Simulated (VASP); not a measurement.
A cell of Hg4Pt (space group Im-3m) near equilibrium:

```xyz
5
Lattice="-3.1188 3.1188 3.1188 3.1188 -3.1188 3.1188 3.1188 3.1188 -3.1188" Properties=species:S:1:pos:R:3 pbc="T T T"
Hg     1.5594     1.5594    -1.5594
Hg     1.5594    -1.5594     1.5594
Hg     1.5594     1.5594     1.5594
Hg    -1.5594     1.5594     1.5594
Pt     0.0000     0.0000     0.0000
```

All values below come from PBEsol GGA, VASP's PBE PAW potentials (set 64) (plane waves; VASP).

| run | ΔE (meV/atom) | σxx | σyy | σzz | largest shear component, with its sign (GPa) | largest force (eV/Å) |
|---|---|---|---|---|---|---|
| as it is | 0.0 | 0.11 | 0.11 | 0.11 | 0.00 | 0.000 |
| after one change | 0.3 | 0.12 | 0.12 | 0.12 | -0.01 | 0.183 |
Stress is in GPa, positive when the cell is compressed.

Which change was made?
A. uniaxial strain of +2.0 % along x
B. biaxial strain of +2.0 % in the yz plane
C. biaxial strain of +3.0 % in the xy plane
D. atom 2 (Hg) moved by -0.025 Å along z

D, atom 2 (Hg) moved by -0.025 Å along z

The structure comes from a computed database's Hg4Pt entry (Im-3m); how it stands against other phases isn't given here.
